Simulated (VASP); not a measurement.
Here is the system:

Space group P6₃/mmc (No. 194); a = 2.671 Å, b = 2.671 Å, c = 4.853 Å, α = 90.00°, β = 90.00°, γ = 120.00°

```tsv
atom	site	symmetry	x	y	z
Zn	2c	-6m2	0.3333	0.6667	0.2500
```

Level of theory: PBE GGA, VASP's PBE PAW potentials (set 64) (plane waves; VASP). Run with 480 eV cut-off, 14×14×8 Γ-centred mesh, first-order Methfessel-Paxton smearing of 0.10 eV, potentials Zn.

Each relaxation starts from this cell; other phases were not tried.

Problem. The cell is relaxed at 15 GPa. What happens?

Solution. The volume per atom goes from 15.00 to 13.03 Å³ (-13.1 %), and the cell becomes a = 2.5981 Å, b = 2.5981 Å, c = 4.4574 Å, α = 90.00°, β = 90.00°, γ = 120.00°, space group P6_3/mmc.

Problem. The cell is relaxed at 20 GPa. What happens?

Solution. The volume per atom goes from 15.00 to 12.62 Å³ (-15.9 %), and the cell becomes a = 2.572 Å, b = 2.572 Å, c = 4.405 Å, α = 90.00°, β = 90.00°, γ = 120.00°, space group P6_3/mmc.

Failed runs are left out, and for metals the shear rows, which the mesh's noise covers.

The compound is Zn in the hcp structure.
